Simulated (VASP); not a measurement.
CaO (rock salt): the band gap from VASP (plane waves, PAW) at several levels of theory. Gaps are without spin-orbit coupling. Each level names its cell: its own relaxed one, PBE's, or the starting one. A gap is the smallest over the k-mesh and a band path; hybrids may have named points in place of the path, and GW has the mesh alone. mBJ is a potential without an energy functional, so only the levels count. The mesh is coarse and the basis finite, so the quasiparticle values are not converged.

```
level                      band gap (eV)
-------------------------  -------------
LDA (own cell)                      3.42
PBE (own cell)                      3.64
PBEsol (own cell)                   3.53
RPBE (own cell)                     3.75
AM05 (own cell)                     3.57
PBE-D3(BJ) (own cell)               3.63
PBE-D4 (starting cell)              3.64
optB88-vdW (own cell)               3.67
rev-vdW-DF2 (own cell)              3.61
revTPSS (own cell)                  3.71
SCAN (own cell)                     4.16
r2SCAN (starting cell)              4.19
r2SCAN+rVV10 (own cell)             4.15
mBJ (TB09) (PBE cell)               5.25
B3LYP (PBE cell)                    5.65
G0W0@PBE (starting cell)            5.98
evGW0@PBE (starting cell)           6.53
```

The cell of the LDA (own cell) run:

```
CaO
1.0
    0.00000     2.35978     2.35978
    2.35978     0.00000     2.35978
    2.35978     2.35978     0.00000
Ca O
1 1
Direct
  0.00000   0.00000   0.00000
  0.50000   0.50000   0.50000
```

Only levels that ran to the end are used. Left out are those held back, those with too coarse a band path, GW runs whose mesh misses a band edge, hybrids' fits of cells that aren't cubic and levels without matching references; a question may draw on a part of the rest.

The compound is CaO in the rock salt structure.
